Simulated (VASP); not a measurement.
# Al3BiO3 (P3m1) in VASP: density of states with PBE

Aim: the density of states of Al3BiO3 with PBE.

Program: VASP 6.6.1. These are calculated values, not measurements. Logs are shortened: lines on timing, memory, paths and dates and some standing lists are left out, and cuts for length are marked.

### Step 1. The crystal as given

It takes space group P3m1 (No. 156, trigonal). Conventional cell: a = 3.048 Å, b = 3.048 Å, c = 14.237 Å, α = 90.00°, β = 90.00°, γ = 120.00°. Around Al (site symmetry 3m) lie 4 O at 1.74 to 1.84 Å. Al (site symmetry 3m) is surrounded by 6 O at 1.89 to 2.14 Å. Al (site symmetry 3m) is surrounded by 6 Al at 3.05 Å and 3 Bi at 3.23 Å. Bi (site symmetry 3m) has 6 Bi at 3.05 Å and 3 Al at 3.23 Å as nearest neighbours. Around O (site symmetry 3m) lie 1 Al at 1.74 Å. O (site symmetry 3m) has 3 Al at 1.84 Å as nearest neighbours. Around O (site symmetry 3m) lie 3 Al at 1.89 Å.

The cell was built by a generator and needn't be a form met in nature.

### Step 2. Density of states, PBE

Contents of POSCAR:

```
Al3BiO3
1.0
    3.0477520000      0.0000000000      0.0000000000
   -1.5238760000      2.6394300000      0.0000000000
    0.0000000000      0.0000000000     14.2369700000
Al Bi O
3 1 3
Direct
    0.3333330000      0.6666670000      0.6165310000
    0.0000000000      0.0000000000      0.4086320000
    0.3333330000      0.6666670000      0.1302770000
    0.0000000000      0.0000000000      0.9402930000
    0.3333330000      0.6666670000      0.4945380000
    0.0000000000      0.0000000000      0.6541920000
    0.6666670000      0.3333330000      0.3605680000
```

Contents of INCAR.step1:

```
PREC = Accurate ; ENCUT = 520
EDIFF = 1E-7 ; ISMEAR = 0
SIGMA = 0.1 ; LREAL = False
LASPH = True ; NELM = 100
ALGO = Normal ; ISIF = 2
LWAVE = False ; LCHARG = True
GGA = PE ; NBANDS = 30
KPAR = 4
```

Contents of KPOINTS.step1:

```
regular mesh
0
Gamma
  12 12 4
```

Contents of INCAR.step2:

```
PREC = Accurate ; ENCUT = 520
EDIFF = 1E-7 ; ISMEAR = -5
SIGMA = 0.1 ; LREAL = False
LASPH = True ; NELM = 100
ALGO = Normal ; ISIF = 2
LWAVE = False ; LCHARG = False
GGA = PE ; LORBIT = 10
NBANDS = 30 ; KPAR = 4
NEDOS = 2001 ; ICHARG = 11
```

Contents of KPOINTS.step2:

```
regular mesh
0
Gamma
  18 18 6
```

Potentials or basis: VASP PAW PBE potentials, release 64 (Al, Bi_d, O).

On the command line:

```console
$ cat potpaw_PBE.64/Al/POTCAR potpaw_PBE.64/Bi_d/POTCAR potpaw_PBE.64/O/POTCAR > POTCAR
$ cp INCAR.step1 INCAR
$ cp KPOINTS.step1 KPOINTS
$ mpirun -np 4 vasp_std > vasp.out
$ cp INCAR.step2 INCAR
$ cp KPOINTS.step2 KPOINTS
$ mpirun -np 4 vasp_std > vasp.out
```

OUTCAR:

```text
PREC = Accurate
   ENCUT = 520
   EDIFF = 1E-7
   ISMEAR = -5
   LREAL = False
   LASPH = True
   NELM = 100
   ISIF = 2
   GGA = PE
   LORBIT = 10
   ICHARG = 11

 ion  position               nearest neighbor table
   1  0.333  0.667  0.617-   5 1.74   6 1.84   6 1.84   6 1.84
   2  0.000  0.000  0.409-   7 1.89   7 1.89   7 1.89   5 2.14   5 2.14   5 2.14
   3  0.333  0.667  0.130-   4 3.23   4 3.23   4 3.23
   4  0.000  0.000  0.940-   3 3.23   3 3.23   3 3.23
   5  0.333  0.667  0.495-   1 1.74   2 2.14   2 2.14   2 2.14
   6  0.000  0.000  0.654-   1 1.84   1 1.84   1 1.84
   7  0.667  0.333  0.361-   2 1.89   2 1.89   2 1.89

  LATTYP: Found a hexagonal cell.
 ALAT       =     3.0477520000
 C/A-ratio  =     4.6713019957

  Lattice vectors:

 A1 = (   3.0477520000,   0.0000000000,   0.0000000000)
 A2 = (  -1.5238760000,   2.6394300000,   0.0000000000)
 A3 = (   0.0000000000,   0.0000000000,  14.2369700000)

Analysis of symmetry for initial positions (statically):
=====================================================================
 Subroutine PRICEL returns:
 Original cell was already a primitive cell.

 Routine SETGRP: Setting up the symmetry group for a
 hexagonal supercell.

 Subroutine GETGRP returns: Found  6 space group operations
 (whereof  6 operations were pure point group operations)
 out of a pool of 24 trial point group operations.

The static configuration has the point symmetry C_3v.

Analysis of symmetry for dynamics (positions and initial velocities):
=====================================================================
 Subroutine PRICEL returns:
 Original cell was already a primitive cell.

 Routine SETGRP: Setting up the symmetry group for a
 hexagonal supercell.

 Subroutine GETGRP returns: Found  6 space group operations
 (whereof  6 operations were pure point group operations)
 out of a pool of 24 trial point group operations.

The dynamic configuration has the point symmetry C_3v.

 Subroutine INISYM returns: Found  6 space group operations
 (whereof  6 operations are pure point group operations),
 and found     1 'primitive' translations

----------------------------------------------------------------------------------------

                                     Primitive cell

  volume of cell :     114.5269

  direct lattice vectors                    reciprocal lattice vectors
     3.047752000  0.000000000  0.000000000     0.328110686  0.189434840  0.000000000
    -1.523876000  2.639430000  0.000000000     0.000000000  0.378869680  0.000000000
     0.000000000  0.000000000 14.236970000     0.000000000  0.000000000  0.070239665

  length of vectors
     3.047752000  3.047751432 14.236970000     0.378869610  0.378869680  0.070239665

  position of ions in fractional coordinates (direct lattice)
     0.333333000  0.666667000  0.616531000
     0.000000000  0.000000000  0.408632000
     0.333333000  0.666667000  0.130277000
     0.000000000  0.000000000  0.940293000
     0.333333000  0.666667000  0.494538000
     0.000000000  0.000000000  0.654192000
     0.666667000  0.333333000  0.360568000

  ion indices of the primitive-cell ions
   primitive index   ion index
                 1           1
                 2           2
                 3           3
                 4           4
                 5           5
                 6           6
                 7           7

----------------------------------------------------------------------------------------

 KPOINTS: regular mesh

Automatic generation of k-mesh.
 Grid dimensions read from file:
 generate k-points for:   18   18    6

 Generating k-lattice:

  Cartesian coordinates                     Fractional coordinates (reciprocal lattice)
     0.018228371  0.010524158  0.000000000     0.055555556  0.000000000  0.000000000
     0.000000000  0.021048316  0.000000000     0.000000000  0.055555556  0.000000000
     0.000000000  0.000000000  0.011706611     0.000000000  0.000000000  0.166666667

  Length of vectors
     0.021048312  0.021048316  0.011706611

  Shift w.r.t. Gamma in fractional coordinates (k-lattice)
     0.000000000  0.000000000  0.000000000

 TETIRR: Found   2825 inequivalent tetrahedra from    11664

 Subroutine IBZKPT returns following result:
 ===========================================

 Found    202 irreducible k-points:

 Following reciprocal coordinates:
            Coordinates               Weight
  0.000000  0.000000  0.000000      1.000000
  0.055556  0.000000  0.000000      6.000000
  0.111111  0.000000  0.000000      6.000000
  0.166667  0.000000  0.000000      6.000000
  0.222222 -0.000000  0.000000      6.000000
  0.277778  0.000000  0.000000      6.000000
[... 16 lines left out ...]
  0.333333  0.111111  0.000000     12.000000
  0.388889  0.111111  0.000000     12.000000
 [... further k-points ...]
   k-points           NKPTS =    202   k-points in BZ     NKDIM =    202   number of bands    NBANDS=     30
   number of dos      NEDOS =   2001   number of ions     NIONS =      7
   total plane-waves  NPLWV =  62208
   dimension x,y,z NGX =    24 NGY =   24 NGZ =  108
   dimension x,y,z NGXF=    48 NGYF=   48 NGZF=  216
   ions per type =               3   1   3
   NGX,Y,Z   is equivalent  to a cutoff of  13.09, 13.09, 12.61 a.u.
   NGXF,Y,Z  is equivalent  to a cutoff of  26.18, 26.18, 25.22 a.u.
 SYSTEM =  unknown system
   PREC   = accura    normal or accurate (medium, high low for compatibility)
   ISTART =      0    job   : 0-new  1-cont  2-samecut
   ICHARG =     11    charge: 1-file 2-atom 10-const
   ISPIN  =      1    spin polarized calculation?
   LNONCOLLINEAR =      F non collinear calculations
   LSORBIT =      F    spin-orbit coupling
   LASPH  =      T    aspherical Exc in radial PAW
   ENCUT  =  520.0 eV  38.22 Ry    6.18 a.u.   5.67  5.67 26.47*2*pi/ulx,y,z
   NELM   =    100;   NELMIN=  2; NELMDL=  0     # of ELM steps
   EDIFF  = 0.1E-06   stopping-criterion for ELM
   LREAL  =      F    real-space projection
   EDIFFG = 0.1E-05   stopping-criterion for IOM
   NSW    =      0    number of steps for IOM
   IBRION =     -1    ionic relax: 0-MD 1-quasi-New 2-CG
   NFREE  =      0    steps in history (QN), initial steepest desc. (CG)
   ISIF   =      2    stress and relaxation
   ISYM   =      2    0-nonsym 1-usesym 2-fastsym
   POTIM  = 0.5000    time-step for ionic-motion
   TEBEG  =    0.0;   TEEND  =   0.0 temperature during run
   PSTRESS=    0.0 pullay stress
   NELECT =      42.0000    total number of electrons
   NUPDOWN=      -1.0000    fix difference up-down
   EMIN   =  10.00;   EMAX   =-10.00  energy-range for DOS
   EFERMI =   0.00;   METHOD = LEGACY
   ISMEAR =    -5;   SIGMA  =   0.10  broadening in eV -4-tet -1-fermi 0-gaus
   EFERMI_NEDOS =   21; number of points for ismear=-14 and -15
   IALGO  =     38    algorithm
   IMIX   =      4    mixing-type and parameters
     AMIX     =   0.40;   BMIX     =  1.00
     AMIX_MAG =   1.60;   BMIX_MAG =  1.00
  volume/ion in A,a.u.               =      16.36       110.41
  Fermi-wavevector in a.u.,A,eV,Ry     =   1.171805  2.214391 18.682538  1.373128
  Thomas-Fermi vector in A             =   2.308244
   LORBIT       =     10    0 simple, 1 ext, 2 COOP (PROOUT), +10 PAW based schemes
   GGA     = PE    functional components
   LHFCALC =     F    Hartree Fock is set to
   AEXX    =    0.0000 exact exchange contribution
   IVDW    =     0    specifies the selected vdW correction
   LEPSILON=     F    determine dielectric tensor
   LRPA    =     F    only Hartree local field effects (RPA)
 non-spin polarized calculation
 Fermi weights with tetrahedron method with Bloechl corrections
  energy-cutoff  :      520.00
  volume of cell :      114.53
 maximum number of plane-waves:      3110
 NGX is ok and might be reduce to    24

 number of electron      42.0000003 magnetization

 Free energy of the ion-electron system (eV)
  ---------------------------------------------------
  ext. energy  EPLUGINS =         0.00000000
  ---------------------------------------------------
  free energy    TOTEN  =       -42.72721755 eV

  energy without entropy =      -42.72721755  energy(sigma->0) =      -42.72721755

 E-fermi :   6.5187     XC(G=0):  -9.5641

 val. band max:        6.5574913051   @ k =   0.2778   0.2778   0.0000
 cond. band min:       6.4821554078   @ k =   0.0556   0.0556   0.3333
 fundamental gap:     -0.0753358974
 Fermi energy:         6.5186917857

 k-point     1 :       0.0000    0.0000    0.0000
  band No.  band energies     occupation
      1     -16.8942      2.00000
      2     -16.8942      2.00000
      3     -16.8821      2.00000
      4     -16.4953      2.00000
      5     -16.4953      2.00000
      6     -16.1770      2.00000
[... 22 lines left out ...]
     29      15.1109      0.00000
     30      15.1111      0.00000

 k-point     2 :       0.0556    0.0000    0.0000
  band No.  band energies     occupation
      1     -16.8991      2.00000
      2     -16.8795      2.00000
      3     -16.8694      2.00000
      4     -16.5038      2.00000
      5     -16.4972      2.00000
      6     -16.1546      2.00000
[... 22 lines left out ...]
     29      15.1829      0.00000
     30      15.1928      0.00000

 k-point     3 :       0.1111    0.0000    0.0000
  band No.  band energies     occupation
      1     -16.9164      2.00000
      2     -16.8373      2.00000
      3     -16.8302      2.00000
      4     -16.5280      2.00000
      5     -16.5026      2.00000
      6     -16.0893      2.00000
[... 682 lines left out ...]
     29      12.6714      0.00000
     30      12.9183      0.00000

 k-point    24 :       0.3889    0.1111    0.0000
  band No.  band energies     occupation
      1     -17.0262      2.00000
      2     -16.7474      2.00000
      3     -16.5750      2.00000
      4     -16.4935      2.00000
      5     -16.4225      2.00000
      6     -15.3463      2.00000
[... 22 lines left out ...]
     29      12.6080      0.00000
     30      12.7980      0.00000

 [... further k-points ...]
[... 5 lines left out ...]
  --------------------------------------------------------------------------------------
  -------------------------------------------------------------------------------------
  Total        0.2798718      0.2798716      0.2926144      0.0000000     -0.0000000      0.0000000
  in kB        3.9152755      3.9152735      4.0935390      0.0000000     -0.0000000      0.0000000
  external PRESSURE =       3.9746960 kB  Pullay stress =       0.0000000 kB

 VOLUME and BASIS-vectors are now :
 -----------------------------------------------------------------------------
  energy-cutoff  :      520.00
  volume of cell :      114.53
      direct lattice vectors                 reciprocal lattice vectors
     3.047752000  0.000000000  0.000000000     0.328110686  0.189434840  0.000000000
    -1.523876000  2.639430000  0.000000000     0.000000000  0.378869680  0.000000000
     0.000000000  0.000000000 14.236970000     0.000000000  0.000000000  0.070239665

 POSITION                                       TOTAL-FORCE (eV/Angst)
 -----------------------------------------------------------------------------------
     -0.00000      1.75962      8.77753         0.000000      0.000000     -0.000315
      0.00000      0.00000      5.81768         0.000000      0.000000      0.005231
     -0.00000      1.75962      1.85475         0.000000      0.000000     -0.011920
      0.00000      0.00000     13.38692         0.000000      0.000000      0.005474
     -0.00000      1.75962      7.04072        -0.000000     -0.000000     -0.001686
      0.00000      0.00000      9.31371         0.000000      0.000000     -0.002896
      1.52388      0.87981      5.13340         0.000000     -0.000000      0.006113
 -----------------------------------------------------------------------------------
    total drift:                               -0.000105      0.000028     -0.005181

  FREE ENERGIE OF THE ION-ELECTRON SYSTEM (eV)
  ---------------------------------------------------
  free  energy   TOTEN  =       -42.7272175509 eV

  energy  without entropy=      -42.7272175509  energy(sigma->0) =      -42.72721755

 total charge

# of ion       s       p       d       tot
------------------------------------------
    1        0.351   0.415   0.000   0.766
    2        0.301   0.338   0.000   0.639
    3        0.505   0.223   0.000   0.728
    4        1.546   1.464   9.954  12.964
    5        1.556   3.549   0.000   5.104
    6        1.552   3.581   0.000   5.133
    7        1.547   3.559   0.000   5.106
--------------------------------------------------
tot          7.358  13.128   9.954  30.440
```

It took 2.6 min on 4 MPI ranks of Intel Xeon 6975P-C (Granite Rapids), shared host; peak memory 0.66 GiB.

What came out:

| Property | Result |
| --- | --- |
| Valence electrons inside the program's atomic spheres | Al 0.77, 0.64, 0.73; Bi 12.96; O 5.10, 5.13, 5.11 |

States per cell in windows of 1 eV (zero at the Fermi level; states under -8 eV left out):
```csv
from (eV),total,O7_p,O5_p,O6_p,Bi4_p,Al3_p,Al3_s
-8.0,4.84,0.30,0.73,1.47,0.02,0.00,0.06
-7.0,2.58,0.30,0.41,0.49,0.07,0.01,0.07
-6.0,3.13,0.55,0.62,0.36,0.14,0.02,0.07
-5.0,3.62,0.83,0.92,0.13,0.19,0.02,0.06
-4.0,3.55,1.25,0.58,0.03,0.21,0.04,0.05
-3.0,1.40,0.25,0.06,0.01,0.25,0.04,0.05
-2.0,1.12,0.02,0.00,0.00,0.27,0.05,0.08
-1.0,0.97,0.01,0.00,0.00,0.24,0.04,0.06
0.0,1.46,0.01,0.01,0.02,0.28,0.08,0.05
1.0,1.74,0.02,0.03,0.05,0.21,0.10,0.03
2.0,2.06,0.02,0.04,0.09,0.24,0.11,0.03
3.0,2.70,0.03,0.04,0.11,0.30,0.21,0.03
4.0,2.74,0.04,0.05,0.18,0.22,0.11,0.03
5.0,2.73,0.08,0.11,0.09,0.15,0.09,0.02
6.0,3.43,0.09,0.15,0.10,0.15,0.12,0.03
7.0,1.00,0.01,0.02,0.02,0.11,0.06,0.01
```

Caveat: spin-orbit coupling is left out, which moves the levels of the heavy elements; tetrahedron occupations give inexact forces and stress in metals.
